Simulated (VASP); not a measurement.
VASP ran on this input.

KPOINTS:
```
kpoints
0
gamma
6 6 6
0 0 0
```

POSCAR:
```
CsI
1.0
  4.5747746717   0.0000000000   0.0000000000
  0.0000000000   4.5747746717   0.0000000000
  0.0000000000   0.0000000000   4.5747746717
Cs I
1 1
Cartesian
  0.0000000000   0.0000000000   0.0000000000
  2.2873873359   2.2873873359   2.2873873359
```

INCAR:
```
SYSTEM=CsI
PREC=Accurate; ENCUT=520; LREAL=.False.
LASPH=.True.
EDIFF=1E-7; NELM=100; ALGO=Normal
LMAXMIX=4
ISMEAR=0; SIGMA=0.05
GGA=MK; LUSE_VDW=.True.; AGGAC=0.0
PARAM1=0.1234; PARAM2=1.0
ISIF=2
LWAVE=.False.; LCHARG=.False.
```

POTCAR, in this order: Cs_sv I (PBE.64 set). Program: vasp_std.

Problem. Write an equivalent input for Quantum ESPRESSO's pw.x.

Solution. One equivalent input (not run):
```
&CONTROL
  calculation = 'scf'
  pseudo_dir = './pseudo'
  outdir = './out'
  tprnfor = .true.
  tstress = .true.
/
&SYSTEM
  ibrav = 0
  nat = 2
  ntyp = 2
  ecutwfc = 70
  occupations = 'smearing'
  smearing = 'gaussian'
  degauss = 0.003675
  input_dft = 'vdw-df-ob86'
/
&ELECTRONS
  conv_thr = 7.3e-09
  electron_maxstep = 100
/
ATOMIC_SPECIES
  Cs 132.905 Cs.upf
  I 126.904 I.upf
CELL_PARAMETERS angstrom
     4.5747747    0.0000000    0.0000000
     0.0000000    4.5747747    0.0000000
     0.0000000    0.0000000    4.5747747
ATOMIC_POSITIONS crystal
  Cs   0.0000000  0.0000000  0.0000000
  I    0.5000000  0.5000000  0.5000000
K_POINTS automatic
  6 6 6 0 0 0
```
What does not carry over: the potentials are each code's own (VASP's PAW set, PseudoDojo norm-conserving files in pw.x), so ENCUT and ecutwfc are chosen apart and not converted; conv_thr bounds pw.x's estimated SCF error, while EDIFF bounds the energy change between steps.

The compound is CsI in the CsCl type structure. This cell is one point of a volume scan, at 1.03 of the reference volume.
